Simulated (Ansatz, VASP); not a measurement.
# TiC in two plane-wave programs, part 2 of 2

Wanted: the spread between two codes on one cell, functional and k mesh. The cell is taken from a series of runs on this material, whose earlier steps may have relaxed, scaled, displaced or heated it; both programs get it as it stands.

VASP 6.6.1 and Ansatz 0.2.0.

So far: Starting point; Ansatz: zone-centre phonons, LDA, pair 1; VASP: zone-centre phonons, LDA, pair 1; Side by side.

### 5. Ansatz: zone-centre phonons, LDA, pair 2

Level of this step: Ansatz beside VASP: Kohn-Sham DFT, plane waves, LDA (Ansatz).

Second derivatives magnify differences that forces hide, and they need a tight electronic threshold. The cell compared in this pair holds 18.95 Å³, against 18.56 Å³ for the pair before.

The cell is taken from a series of runs on this material, whose earlier steps may have relaxed, scaled, displaced or heated it; both programs get it as it stands.

input.yaml reads:

```yaml
crystal:
  lattice:
    - [0.0, 2.1161148715, 2.1161148715]
    - [2.1161148715, 0.0, 2.1161148715]
    - [2.1161148715, 2.1161148715, 0.0]
  atoms:
    - { symbol: C, position: [0.5, 0.5, 0.5] }
    - { symbol: Ti, position: [0.0, 0.0, 0.0] }
kpoints:
  mp_grid: { grid: [16, 16, 16] }
hamiltonian:
  xc: lda
  pseudopotentials: { kind: paw, azcp: { folder: soft_1 }, xc_functional: pbe }
scf:
  occupations: { method: methfessel_paxton, width: 0.2 }
output:
  eigenvalues: true
phonons:
  method: dfpt
```

Launch:

```sh
$ ansatz run input.yaml --threads 4 --pin off --max-ram 10240MiB --backend cpu --events-out ev --progress --plain --runs-dir out
```

Numbers of over 12 decimals in the logs are rounded to 6 here.

Log:

```text
[...]
Crystal: 2 atoms, lattice volume = 18.952 Å³
Basis set: ecut = 420 eV, 339 PW (Γ), exchange–correlation on 48×48×48 points (8 copies of the dense FFT grid, shifted against one another)
Bands: 12, of which v1, the nominal top of the filled ones, is band 8 counted from 1 (7 counted from 0)
Symmetry: 48 space group operations
k-points: 349 of 4096 (irreducible under 8 space group operations, time reversal used)
[...]
k-point 1: bands = [... 4 lower, 3.0963, 15.7322, 15.9980, 15.9980, 16.6047, 16.6047, 17.5715, 18.4466]
  k-point 2: bands = [... 4 lower, 3.3818, 14.8284, 15.2023, 15.2023, 16.6663, 16.6663, 17.9411, 19.5957]
  k-point 348: bands = [... 4 lower, 6.0191, 12.2824, 12.2824, 12.6707, 18.5328, 18.5328, 19.3698, 21.2603]
[...]
ASR residual: 2.638e-5 → 0.000e0 eV/Å²; symmetrization residual: 2.137e-6 eV/Å²
  ASR residual per site (eV/Å²): 2.64e-5 1.86e-5
  Γ frequencies (cm⁻¹): 0.00 0.00 0.00 575.65 575.65 575.65
[...]
[key lines of the parts left out:]
SCF converged after 8 iterations
Free energy (F): -2695.179325 eV
Fermi energy:    15.520188 eV
```

### 6. VASP: zone-centre phonons, LDA, pair 2

The same cell, functional (in two slightly different forms), mesh and smearing now go to VASP, with its own data sets.

INCAR reads:

```
SYSTEM = TiC
PREC = Accurate
ENCUT = 600
EDIFF = 1E-08
NELM = 120
ISMEAR = 1
SIGMA = 0.2
LREAL = .FALSE.
ALGO = Normal
GGA = CA
NBANDS = 14
LASPH = .TRUE.
LORBIT = 11
LWAVE = .FALSE.
LCHARG = .FALSE.
ISIF = 2
IBRION = 8
GGA_COMPAT = .FALSE.
KPAR = 2
```

POSCAR reads:

```
TiC
1.0
    0.0000000000      2.1161148715      2.1161148715
    2.1161148715      0.0000000000      2.1161148715
    2.1161148715      2.1161148715      0.0000000000
C Ti
1 1
Direct
    0.5000000000      0.5000000000      0.5000000000
    0.0000000000      0.0000000000      0.0000000000
```

KPOINTS reads:

```
Automatic mesh
0
Gamma
16 16 16
0 0 0
```

PAW data sets: C and Ti_sv (LDA family, release 64).

Launch:

```sh
$ mpirun -np 2 vasp_std
```

Log:

```text
[... set-up lines as in an earlier step ...]
 entering main loop
       N       E                     dE             d eps       ncg     rms          rms(c)
DAV:   1     0.125976744740E+03    0.12598E+03   -0.88711E+03  4060   0.153E+03
DAV:   2    -0.171738476400E+02   -0.14315E+03   -0.13486E+03  4264   0.372E+02
DAV:   3    -0.255403066836E+02   -0.83665E+01   -0.81710E+01  5324   0.870E+01
DAV:   4    -0.259067853058E+02   -0.36648E+00   -0.36626E+00  5090   0.164E+01
[...]
DAV:  14    -0.205301901583E+02    0.45457E-06   -0.67639E-07  4690   0.773E-03    0.237E-03
DAV:  15    -0.205301901109E+02    0.47450E-07   -0.80121E-08  5484   0.209E-03    0.274E-04
DAV:  16    -0.205301901067E+02    0.42123E-08   -0.46089E-09  2870   0.656E-04
   1 F= -.20530190E+02 E0= -.20530105E+02  d E =-.256015E-03
 Linear response reoptimize wavefunctions to high precision
DAV:   1    -0.205301901056E+02    0.10978E-08   -0.66855E-10  3002   0.273E-04
DAV:   2    -0.205301901056E+02    0.54570E-11   -0.14020E-10  2468   0.110E-04
 Linear response DOF=           2
 Linear response progress:
[...]
RMM:  13    -0.118320937452E+00    0.28466E-07   -0.16882E-07 23067   0.240E-04    0.529E-06
RMM:  14    -0.118320953736E+00   -0.16285E-07   -0.63715E-08 23728   0.124E-04    0.125E-05
RMM:  15    -0.118320954590E+00   -0.85330E-09   -0.26019E-08 22129   0.702E-05    0.202E-06
 first order change of Fermi-energy   0.27116E-03
 force on displaced ion       1 direction 1 : -11.781   0.000   0.000
 Linear response progress:
  Degree of freedom:   2/  2
       N       E                     dE             d eps       ncg     rms          rms(c)
RMM:   1    -0.669410508626E+00   -0.66941E+00    0.85357E+00  9867   0.131E+02
RMM:   2    -0.643011220908E+00    0.26399E-01   -0.23484E-01 16365   0.500E+00    0.232E-01
RMM:   3    -0.642389021487E+00    0.62220E-03   -0.18704E-02 19383   0.118E+00    0.114E-01
RMM:   4    -0.641729090613E+00    0.65993E-03   -0.74221E-03 21246   0.512E-01    0.211E-02
[...]
RMM:  19    -0.642996044467E+00   -0.19345E-06   -0.20668E-06 21012   0.102E-03    0.871E-05
RMM:  20    -0.642996055664E+00   -0.11197E-07   -0.18479E-06 22042   0.892E-04    0.924E-05
RMM:  21    -0.642996335233E+00   -0.27957E-06   -0.14747E-06 19774   0.794E-04    0.906E-05
 first order change of Fermi-energy   0.13117E-04
 force on displaced ion       2 direction 1 : -11.818   0.000   0.000
 Linear response finished
```

From OUTCAR (step 6):

```text
  Total        0.7728423      0.7728423      0.7728423      0.0000000      0.0000000     -0.0000000
  in kB       65.3361831     65.3361831     65.3361831      0.0000000      0.0000000     -0.0000000
  external PRESSURE =      65.3361831 kB  Pullay stress =       0.0000000 kB

 POSITION                                       TOTAL-FORCE (eV/Angst)
 -----------------------------------------------------------------------------------
      2.11611      2.11611      2.11611        -0.000000      0.000000      0.000000
      0.00000      0.00000      0.00000         0.000000      0.000000     -0.000000
 -----------------------------------------------------------------------------------
    total drift:                                0.000000     -0.000000     -0.000000

[... 1 part as in an earlier step ...]

[... 1 further part left out ...]
```

### 7. Comparison

Both answers:

| quantity | Ansatz | VASP | difference |
| --- | --- | --- | --- |
| optical mode 1 to 3 (cm⁻¹) | 575.6 | 577.8 | -0.37 % |

Modes are paired by rising frequency, not by their patterns, so a pair may set unlike modes beside each other; they are those without the splitting of longitudinal modes.

### 8. VASP: zone-centre phonons, LDA, pair 3

Second derivatives magnify differences that forces hide, and they need a tight electronic threshold. The cell compared in this pair holds 19.15 Å³, against 18.95 Å³ for the pair before.

INCAR is that of step 6.

POSCAR reads:

```
TiC
1.0
    0.0000000000      2.1232881971      2.1232881971
    2.1232881971      0.0000000000      2.1232881971
    2.1232881971      2.1232881971      0.0000000000
C Ti
1 1
Direct
    0.5000000000      0.5000000000      0.5000000000
    0.0000000000      0.0000000000      0.0000000000
```

KPOINTS is that of step 6.

Launch:

```sh
$ mpirun -np 2 vasp_std
```

Log:

```text
[... set-up lines as in an earlier step ...]
 entering main loop
       N       E                     dE             d eps       ncg     rms          rms(c)
DAV:   1     0.124660988892E+03    0.12466E+03   -0.89794E+03  4074   0.153E+03
DAV:   2    -0.172405037444E+02   -0.14190E+03   -0.13364E+03  4306   0.371E+02
DAV:   3    -0.255655592289E+02   -0.83251E+01   -0.80876E+01  5356   0.869E+01
DAV:   4    -0.259385219244E+02   -0.37296E+00   -0.37268E+00  5092   0.163E+01
[...]
DAV:  14    -0.205364822882E+02    0.42354E-06   -0.45934E-07  4864   0.568E-03    0.225E-03
DAV:  15    -0.205364822323E+02    0.55967E-07   -0.10169E-07  6358   0.449E-03    0.896E-04
DAV:  16    -0.205364822229E+02    0.93064E-08   -0.21124E-08  4430   0.202E-03
   1 F= -.20536482E+02 E0= -.20536390E+02  d E =-.275207E-03
 Linear response reoptimize wavefunctions to high precision
DAV:   1    -0.205364822218E+02    0.11687E-08   -0.36582E-10  3052   0.205E-04
DAV:   2    -0.205364822218E+02    0.14097E-10   -0.65292E-11  2540   0.881E-05
 Linear response DOF=           2
 Linear response progress:
[...]
RMM:  13    -0.118149323486E+00    0.33314E-07   -0.15438E-07 23164   0.235E-04    0.560E-06
RMM:  14    -0.118149337508E+00   -0.14022E-07   -0.58165E-08 23844   0.120E-04    0.113E-05
RMM:  15    -0.118149338287E+00   -0.77922E-09   -0.31170E-08 22379   0.685E-05    0.216E-06
 first order change of Fermi-energy   0.27249E-03
 force on displaced ion       1 direction 1 : -11.364   0.000   0.000
 Linear response progress:
  Degree of freedom:   2/  2
       N       E                     dE             d eps       ncg     rms          rms(c)
RMM:   1    -0.671812209253E+00   -0.67181E+00    0.84476E+00  9866   0.131E+02
RMM:   2    -0.645953911880E+00    0.25858E-01   -0.23492E-01 16357   0.499E+00    0.230E-01
RMM:   3    -0.645283314398E+00    0.67060E-03   -0.18662E-02 19393   0.118E+00    0.113E-01
RMM:   4    -0.644591998061E+00    0.69132E-03   -0.74219E-03 21238   0.511E-01    0.211E-02
[...]
RMM:  16    -0.645842174819E+00   -0.52032E-06   -0.65297E-06 21612   0.152E-03    0.611E-05
RMM:  17    -0.645842506256E+00   -0.33144E-06   -0.65371E-06 21875   0.129E-03    0.595E-05
RMM:  18    -0.645842734017E+00   -0.22776E-06   -0.50825E-06 21356   0.111E-03    0.587E-05
 first order change of Fermi-energy   0.42478E-04
 force on displaced ion       2 direction 1 : -11.401   0.000   0.000
 Linear response finished
```

From OUTCAR (step 8):

```text
  Total        0.4168051      0.4168051      0.4168051      0.0000000      0.0000000     -0.0000000
  in kB       34.8808298     34.8808298     34.8808298      0.0000000      0.0000000     -0.0000000
  external PRESSURE =      34.8808298 kB  Pullay stress =       0.0000000 kB

 POSITION                                       TOTAL-FORCE (eV/Angst)
 -----------------------------------------------------------------------------------
      2.12329      2.12329      2.12329         0.000000      0.000000      0.000000
      0.00000      0.00000      0.00000         0.000000      0.000000      0.000000
 -----------------------------------------------------------------------------------
    total drift:                                0.000000     -0.000000     -0.000000

[... 1 part as in an earlier step ...]

[... 1 further part left out ...]
```

### 9. Ansatz: zone-centre phonons, LDA, pair 3

The same cell, functional (in two slightly different forms), mesh and smearing now go to Ansatz, which takes its cutoff from its data sets.

The cell is taken from a series of runs on this material, whose earlier steps may have relaxed, scaled, displaced or heated it; both programs get it as it stands.

input.yaml, the sections that differ from step 5:

```yaml
crystal:
  lattice:
    - [0.0, 2.1232881971, 2.1232881971]
    - [2.1232881971, 0.0, 2.1232881971]
    - [2.1232881971, 2.1232881971, 0.0]
  atoms:
    - { symbol: C, position: [0.5, 0.5, 0.5] }
    - { symbol: Ti, position: [0.0, 0.0, 0.0] }
# kpoints, hamiltonian, scf, output, phonons: as in step 5
```

Launch:

```sh
$ ansatz run input.yaml --threads 4 --pin off --max-ram 10240MiB --backend cpu --events-out ev --progress --plain --runs-dir out
```

Log:

```text
[...]
Crystal: 2 atoms, lattice volume = 19.145 Å³
Basis set: ecut = 420 eV, 339 PW (Γ), exchange–correlation on 48×48×48 points (8 copies of the dense FFT grid, shifted against one another)
Bands: 12, of which v1, the nominal top of the filled ones, is band 8 counted from 1 (7 counted from 0)
Symmetry: 48 space group operations
k-points: 349 of 4096 (irreducible under 8 space group operations, time reversal used)
[...]
k-point 1: bands = [... 4 lower, 2.9571, 15.5519, 15.8145, 15.8145, 16.4134, 16.4134, 17.3711, 18.2342]
  k-point 2: bands = [... 4 lower, 3.2390, 14.6549, 15.0264, 15.0264, 16.4744, 16.4744, 17.7341, 19.3703]
  k-point 348: bands = [... 4 lower, 5.8648, 12.1176, 12.1176, 12.5130, 18.3146, 18.3146, 19.1344, 21.0020]
[...]
ASR residual: 3.572e-5 → 0.000e0 eV/Å²; symmetrization residual: 3.142e-7 eV/Å²
  ASR residual per site (eV/Å²): 3.57e-5 3.27e-6
  Γ frequencies (cm⁻¹): 0.00 0.00 0.00 565.22 565.22 565.22
[...]
[key lines of the parts left out:]
SCF converged after 8 iterations
Free energy (F): -2695.184632 eV
Fermi energy:    15.337336 eV
```

### 10. Comparison

The two programs side by side:

| quantity | Ansatz | VASP | difference |
| --- | --- | --- | --- |
| optical mode 1 to 3 (cm⁻¹) | 565.2 | 567.5 | -0.40 % |

Modes are paired by rising frequency, not by their patterns, so a pair may set unlike modes beside each other; they are those without the splitting of longitudinal modes.

### 11. Outcome

| Quantity | Value |
| --- | --- |
| r.m.s. difference of the optical zone-centre modes, each program's sorted by frequency (zone-centre phonons, LDA, pair 1) | 1.9 cm⁻¹ |
| r.m.s. difference of the optical zone-centre modes, each program's sorted by frequency (zone-centre phonons, LDA, pair 2) | 2.1 cm⁻¹ |
| r.m.s. difference of the optical zone-centre modes, each program's sorted by frequency (zone-centre phonons, LDA, pair 3) | 2.3 cm⁻¹ |

The r.m.s. difference of the optical zone-centre modes, each program's sorted by frequency is 1.9 cm⁻¹ (zone-centre phonons, LDA, pair 1). How closely two codes agree says nothing of how well the functional describes the real material.

[Lines on the potential files, build, host, timing and source positions are cut from VASP's logs without a mark.]

[Logs are printed without paths, hosts, clocks, repeated set-up lines and the standing remarks that a program may print on its own settings, such as how far it seeks lower states.]

[Hosts, paths, dates, database ids (printed as entryN), source tags and the programs' standing remarks are cut or masked in the printed files.]
